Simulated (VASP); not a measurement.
The input files of a VASP run:

**KPOINTS**
```
Regular mesh
0
Gamma
  10 10 10
```

### POSCAR
```
InSb
1
    0.0000000000     3.2685318285     3.2685318285
    3.2685318285     0.0000000000     3.2685318285
    3.2685318285     3.2685318285     0.0000000000
In Sb
1 1
Direct
  0.0000000000   0.0000000000   0.0000000000
  0.2500000000   0.2500000000   0.2500000000
```

**INCAR**
```
SYSTEM = InSb
PREC = Accurate
ENCUT = 520
EDIFF = 1E-7
NELM = 100
ALGO = Normal
LREAL = .FALSE.
LASPH = .TRUE.
ISMEAR = 1
SIGMA = 0.1
GGA = PE
IVDW = 13
LMAXMIX = 4
LWAVE = .FALSE.
LCHARG = .FALSE.
ISIF = 2
```

POTCAR, in this order: In_d Sb (PBE.64 set). Program: vasp_std.

### Question
Write an equivalent input for Ansatz.

### Answer
One equivalent input (not run):
Ansatz 0.2 input:
```yaml
crystal:
  lattice:
    - [0.0000000, 3.2685318, 3.2685318]
    - [3.2685318, 0.0000000, 3.2685318]
    - [3.2685318, 3.2685318, 0.0000000]
  atoms:
    - { symbol: In, position: [0.0000000, 0.0000000, 0.0000000] }
    - { symbol: Sb, position: [0.2500000, 0.2500000, 0.2500000] }
kpoints:
  mp_grid: { grid: [10, 10, 10] }
hamiltonian:
  xc: pbe
  dispersion: d4
  pseudopotentials: { kind: paw }
scf:
  occupations: { method: methfessel_paxton, width: 0.1 }
  max_iter: 100
output: { forces: true, stress: true, eigenvalues: true }
```
Limits of the translation: each code has its own PAW files, so the cut-off isn't converted (ENCUT is set for VASP's; basis.ecutwfc is left out, and Ansatz then takes the one that its files recommend); Ansatz stops its SCF on the density residual and VASP on the energy change (EDIFF).

The compound is InSb in the zinc blende structure. It was relaxed first.
